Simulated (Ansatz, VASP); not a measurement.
# Cross-check of BeSnBi2 (CuAu-ordered zincblende type (invented)) between VASP and Ansatz, part 2 of 2

Wanted: the spread between two codes on one cell, functional and k mesh. The cell is generated by rule, not measured, and may not be a known phase. The cell is taken from a series of runs on this material, whose earlier steps may have relaxed, scaled, displaced or heated it; both programs get it as it stands.

VASP 6.6.1 and Ansatz 0.2.0.

So far: The structure; VASP: relaxation of cell and atoms, PBEsol.

**3. Ansatz: relaxation of cell and atoms, PBEsol**

Level of this step: Ansatz beside VASP: Kohn-Sham DFT, plane waves, PBEsol (Ansatz).

Ansatz runs on its default PAW (the set named soft_2) files.

The same cell, functional, mesh and smearing now go to Ansatz, which takes its cutoff from its data sets.

input.yaml

```yaml
crystal:
  lattice:
    - [4.4455017276, 0.0, 0.0]
    - [0.0, 4.4455017276, 0.0]
    - [0.0, 0.0, 6.1620267764]
  atoms:
    - { symbol: Be, position: [0.0, 0.0, 0.0] }
    - { symbol: Sn, position: [0.5, 0.5, 0.5] }
    - { symbol: Bi, position: [0.0, 0.5, 0.1972115924] }
    - { symbol: Bi, position: [0.5, 0.0, 0.8027884076] }
kpoints:
  mp_grid: { grid: [10, 10, 8] }
hamiltonian:
  xc: pbesol
scf:
  occupations: { method: gaussian, width: 0.1 }
output:
  forces: true
  stress: true
  eigenvalues: true
relax:
  adjacent_minimum: "off"
  f_tol: 0.005
  max_steps: 80
  cell: { stress_tol: 0.05 }
```

The run is started by

```console
> ansatz run input.yaml --threads 2 --pin off --max-ram 5120MiB --backend cpu --events-out ev --progress --plain --runs-dir out
```

Numbers of over 12 decimals in the logs are rounded to 6 here.

Output:

```text
Engine: ansatz 0.2.0, x86_64-unknown-linux-gnu
Pseudopotentials: kind: paw
Pseudopotential: Be, paw, valence charge 2, recommended cutoff 420 eV (normal), Be.paw.azcp
Pseudopotential: Sn, paw, valence charge 14, recommended cutoff 420 eV (normal), Sn.paw.azcp
Pseudopotential: Bi, paw, valence charge 15, recommended cutoff 420 eV (normal), Bi.paw.azcp
Functional definition: PBEsol
  exchange = pbesol_x
  correlation = pbesol_c
Crystal: 4 atoms, lattice volume = 121.777 Å³
Basis set: ecut = 420 eV, 2437 PW (Γ), exchange–correlation on 60×60×90 points (8 copies of the dense FFT grid, shifted against one another)
Bands: 28, of which v1, the nominal top of the filled ones, is band 23 counted from 1 (22 counted from 0)
Symmetry: 8 space group operations
Space group: P-4m2 (ITA 115), of the structure as read, at distance tolerance 5.0e-5 Å
k-points: 105 of 800 (time reversal used)
Non-local potential: Be, projectors of the file, l = 0: 2, l = 1: 2, l = 2: 1
Non-local potential: Sn, projectors of the file, l = 0: 2, l = 1: 2, l = 2: 2, l = 3: 2
Non-local potential: Bi, projectors of the file, l = 0: 2, l = 1: 2, l = 2: 2, l = 3: 2
PAW form: soft (Blöchl's): semilocal exchange-correlation on the pseudo side does not see the compensation charge
PAW frozen core: Be, regenerated for the run's functional, and the local potential with it (the file was generated under x = pbe(κ = 0.804, μ = 0.219515), c = pbe(β = 0.066725))
PAW frozen core: Sn, regenerated for the run's functional, and the local potential with it (the file was generated under x = pbe(κ = 0.804, μ = 0.219515), c = pbe(β = 0.066725))
PAW frozen core: Bi, regenerated for the run's functional, and the local potential with it (the file was generated under x = pbe(κ = 0.804, μ = 0.219515), c = pbe(β = 0.066725))
PAW one-centre angular grid: Be, 110 points (default); XC on 64 Gauss nodes
PAW one-centre angular grid: Sn, 590 points (default); XC on 64 Gauss nodes
PAW one-centre angular grid: Bi, 590 points (default); XC on 64 Gauss nodes
Initial density: superposition of atomic densities (neutral atoms: chi_scale 0, normalization atom), corrected by the library's trained network
Initial wavefunctions: pseudopotential atomic-orbital guess
Functional: x = pbesol(κ = 0.804, μ = 0.123457), c = pbesol(β = 0.046)
SCF iter   1: F=—  HF=-30523.262296 eV  |F-HF|=—  |Δ(HF+E_count)|=         —  Δρ=2.63e-3  dr2=1.62e-2  ethr=1.77e-3  ⟨swp⟩=6.8  Hψ=13876  notcnv=0
preconditioner: auto → Kerker (q_TF=auto, 2.320 Å⁻¹)  [metal: Δε(μ)=0.019 eV  Ē_g=18.947 eV  σ=0.100 eV  W_gap=0.10  n_scr=28 (ndim 8)  ℏωp=22.8 eV  f_vac=0.047  D(μ)=0.54/eV (n_scr^D=0)]
SCF iter   2: F=—  HF=-30523.260735 eV  |F-HF|=—  |Δ(HF+E_count)|=   1.56e-3  Δρ=1.47e-3  dr2=6.58e-3  ethr=3.52e-5  ⟨swp⟩=2.1  Hψ=4498  notcnv=0
SCF iter   3: F=—  HF=-30523.259958 eV  |F-HF|=—  |Δ(HF+E_count)|=   7.77e-4  Δρ=5.25e-4  dr2=1.37e-3  ethr=1.43e-5  ⟨swp⟩=2.0  Hψ=3382  notcnv=0
SCF iter   4: F=—  HF=-30523.260037 eV  |F-HF|=—  |Δ(HF+E_count)|=   7.89e-5  Δρ=2.05e-4  dr2=1.36e-4  ethr=2.99e-6  ⟨swp⟩=2.0  Hψ=3467  notcnv=0
SCF iter   5: F=—  HF=-30523.260079 eV  |F-HF|=—  |Δ(HF+E_count)|=   4.25e-5  Δρ=7.21e-5  dr2=1.62e-5  ethr=2.96e-7  ⟨swp⟩=2.0  Hψ=3685  notcnv=0
SCF iter   6: F=—  HF=-30523.260090 eV  |F-HF|=—  |Δ(HF+E_count)|=   1.04e-5  Δρ=2.39e-5  dr2=1.38e-6  ethr=3.53e-8  ⟨swp⟩=2.1  Hψ=3804  notcnv=0
SCF iter   7: F=—  HF=-30523.260090 eV  |F-HF|=—  |Δ(HF+E_count)|=   7.19e-7  Δρ=7.87e-6  dr2=1.81e-7  ethr=3.00e-9  ⟨swp⟩=2.0  Hψ=3689  notcnv=0
SCF iter   8: F=-30523.260090 eV  HF=-30523.260090 eV  |F-HF|=5.09e-11  |Δ(HF+E_count)|=   8.47e-8  Δρ=2.86e-6  dr2=2.62e-8  ethr=2.17e-10  ⟨swp⟩=9.5  Hψ=13830  notcnv=0
SCF 1 converged in 8 iterations: F = -30523.260090 eV  dr2 = 2.62e-8
  greatest PAW one-centre occupation: 0.991 electrons in one spin orbital (limit 2), on the Sn atom at site 1 (counted from 0), in its partial waves of l = 2
relax step   1: F+E_penalty+E_count = -30523.26009040 eV  Δ(F+E_penalty+E_count) = +0.000e0 eV  max|allowed force component| = 4.935e-3 eV/Å  Δτ_max = 0.0000 Å  P = +0.004 GPa  Ω = 121.777 Å³  (8 SCF iters, dr2 threshold 1.00e-7 eV, accepted)
Initial density: handed on by an earlier stage of this run
Initial wavefunctions: pseudopotential atomic-orbital guess (no wavefunctions were taken with the density)
iter 1 solved again at ethr=4.59e-7 eV; its pass at ethr=3.10e-3 eV (dr2=2.11e-4 eV) is discarded
SCF iter   1: F=—  HF=-30523.260087 eV  |F-HF|=—  |Δ(HF+E_count)|=         —  Δρ=3.18e-6  dr2=3.24e-8  ethr=4.59e-7  ⟨swp⟩=4.0  Hψ=21832  notcnv=0
eigensolver tolerance schedule: the retry pair's looser diagonalisation over-reported the residual by 6509.06 of it (diagonalisation noise at 27.00 of the residual, at the tolerance the schedule requests for it); recorded, not acted on — ethr = c·dr2/N_el stays at c = 1.0e-1
preconditioner: auto → Kerker (q_TF=auto, 2.320 Å⁻¹)  [metal: Δε(μ)=0.021 eV  Ē_g=18.983 eV  σ=0.100 eV  W_gap=0.12  n_scr=28 (ndim 8)  ℏωp=22.8 eV  f_vac=0.032  D(μ)=0.54/eV (n_scr^D=0)]
SCF iter   2: F=—  HF=-30523.260090 eV  |F-HF|=—  |Δ(HF+E_count)|=   3.69e-6  Δρ=1.95e-6  dr2=1.27e-8  ethr=7.05e-11  ⟨swp⟩=3.5  Hψ=7411  notcnv=0
SCF iter   3: F=—  HF=-30523.260090 eV  |F-HF|=—  |Δ(HF+E_count)|=   5.69e-9  Δρ=9.58e-7  dr2=3.04e-9  ethr=2.77e-11  ⟨swp⟩=2.0  Hψ=3533  notcnv=0
SCF iter   4: F=—  HF=-30523.260090 eV  |F-HF|=—  |Δ(HF+E_count)|=   1.56e-9  Δρ=3.99e-7  dr2=3.60e-10  ethr=6.62e-12  ⟨swp⟩=2.0  Hψ=4273  notcnv=0
SCF iter   5: F=—  HF=-30523.260090 eV  |F-HF|=—  |Δ(HF+E_count)|=  9.09e-11  Δρ=1.71e-7  dr2=6.12e-11  ethr=1.00e-12  ⟨swp⟩=2.0  Hψ=4310  notcnv=0
SCF iter   6: F=-30523.260090 eV  HF=-30523.260090 eV  |F-HF|=3.64e-12  |Δ(HF+E_count)|=  4.73e-11  Δρ=4.76e-8  dr2=5.78e-12  ethr=1.00e-12  ⟨swp⟩=5.8  Hψ=10936  notcnv=0
SCF 2 converged in 6 iterations: F = -30523.260090 eV  dr2 = 5.78e-12
relax step   2: F+E_penalty+E_count = -30523.26009041 eV  Δ(F+E_penalty+E_count) = -1.121e-8 eV  max|allowed force component| = 4.939e-3 eV/Å  Δτ_max = 0.0000 Å  P = +0.003 GPa  Ω = 121.777 Å³  stress off target by 3.49e-2 GPa  SCF on the basis re-selected at this cell (its energy is not comparable with the rows above)  (6 SCF iters)
basis re-selected at this cell: Δ(F+E_penalty+E_count) = -1.121e-8 eV, ΔP = -0.000 GPa vs the last step (what re-selecting the basis moved, of the pressure what is left beyond the Pulay correction that the steps carried, after the strain that the cell walked since its last selection, with what the two solves' SCF thresholds leave and, on support functions, any second-order correction that the steps lacked; it is no m [...]
SCF converged after 6 iterations
Free energy (F): -30523.260090 eV
Harris-Foulkes:  -30523.260090 eV  (|F-HF|=3.64e-12)
Internal energy: -30523.257390 eV  (E = F + TS)
E sigma→0 (E₀):  -30523.258740 eV
Entropy (-TS):   -0.002700 eV (-0.675 meV/atom)
Fermi energy:    7.843398 eV
--- Per-component energies (eV) ---
  E_band       = -383.341936
  E_kinetic    = 812.628471
  E_local      = -4574.311151  (includes V_loc(G=0)·N_el)
  E_nonlocal   = 1095.566296
  E_hartree    = 1809.351960
  E_xc         = -696.104275
  E_vxc        = -402.227222  (∫ρ·V_xc dr)
  E_paw        = -25143.895839  (= ΣΔE_a)
  E_vpaw       = -933.701386  (= ΣTr[D̂ρ^β])
  E_aug_tail   = -0.000923  (compensation charges beyond the density's cutoff)
  E_ewald      = -3826.965806
  E_core_change = 0.473876  (= ΣΔE_core)
  E_smearing   = -0.002700  (= −TS)
  E_closure    = -0.000000  (closes the sum)
  Σ components = -30523.260090   (vs F -30523.260090, Δ=0.00e0)
--- Forces (eV/Å), atoms counted from 1 ---
  atom   1  Be    -0.00000000     0.00000000     0.00000000
  atom   2  Sn    -0.00000000     0.00000000     0.00000000
  atom   3  Bi     0.00000000     0.00000000    -0.00493947
  atom   4  Bi     0.00000000     0.00000000     0.00493947
  max |Σ_I F_I| component: 1.39e-17 eV/Å
--- Stress (GPa, compression-positive) ---
       -0.012287       0.000000      -0.000000
        0.000000      -0.012287       0.000000
       -0.000000       0.000000       0.034908
  P = ⅓ Tr σ = 0.0034 GPa (0.034 kbar)
--- Band table (eV; the first three rows and the last of 105) ---
  k-point 0: bands = [... 19 lower, 5.2841, 7.1265, 7.5268, 8.1136, 8.1136, 9.6687, 9.7752, 10.4118, ... 1 higher]
  k-point 1: bands = [... 19 lower, 5.3429, 6.6477, 7.8595, 7.8753, 7.8753, 9.7323, 10.0285, 10.3223, ... 1 higher]
  k-point 2: bands = [... 19 lower, 5.5146, 5.9875, 7.3789, 7.3789, 8.2158, 9.8054, 10.0728, 10.5755, ... 1 higher]
  k-point 104: bands = [... 19 lower, 3.9248, 4.8208, 4.8208, 5.5464, 10.7513, 11.0813, 11.0813, 11.8865, ... 1 higher]
--- Relaxed structure (1 steps of the walk, 1 accepted, 1 SCFs on fresh bases) ---
  F+E_penalty+E_count = -30523.26009041 eV   max|allowed force component| = 4.939e-3 eV/Å   (the final SCF, on the basis selected at the relaxed cell)
  cell:  # Å, volume = 121.7770 Å³
    - [4.4455017276, 0.0, 0.0]
    - [0.0, 4.4455017276, 0.0]
    - [0.0, 0.0, 6.1620267764]
  atoms:
    - { symbol: Be, position: [0.0, 0.0, 0.0] }
    - { symbol: Sn, position: [0.5, 0.5, 0.5] }
    - { symbol: Bi, position: [0.0, 0.5, 0.1972115924] }
    - { symbol: Bi, position: [0.5, 0.0, 0.8027884076] }
```

**4. Comparison**

Known differences besides the potentials themselves: the cutoff is 420 eV in Ansatz and 600 eV in VASP; Ansatz makes its cores anew for this functional, VASP keeps those of its PBE data sets; Ansatz adds a Pulay correction to the stress that steers its cell, VASP none. Total energies have different zeros and are not compared.

Compared:

```tsv
quantity	Ansatz	VASP	difference
volume (Å³)	121.78	121.79	-0.01 %
edge a after relaxation, in the typed setting (Å)	4.446	4.445	+0.01 %
edge c after relaxation, in the typed setting (Å)	6.162	6.164	-0.03 %
```

**5. What came out**

```yaml
difference_in_edge_c_after_relaxation_in_the_typed_setting_relaxation_of_cell_and_atoms_pbesol: -0.029 %
```

**Reading.** The difference in edge c after relaxation, in the typed setting is -0.029 % (relaxation of cell and atoms, PBEsol), within the 1.2 % picked in this series as the mark of a large difference, as far as the stopping tolerances let one tell. 1 further run of this series is not shown here. How closely two codes agree says nothing of how well the functional describes the real material.

[Lines on the potential files, build, host, timing and source positions are cut from VASP's logs without a mark.]

[Logs are printed without paths, hosts, clocks, repeated set-up lines and the standing remarks that a program may print on its own settings, such as how far it seeks lower states.]

[Hosts, paths, dates, database ids (printed as entryN), source tags and the programs' standing remarks are cut or masked in the printed files.]
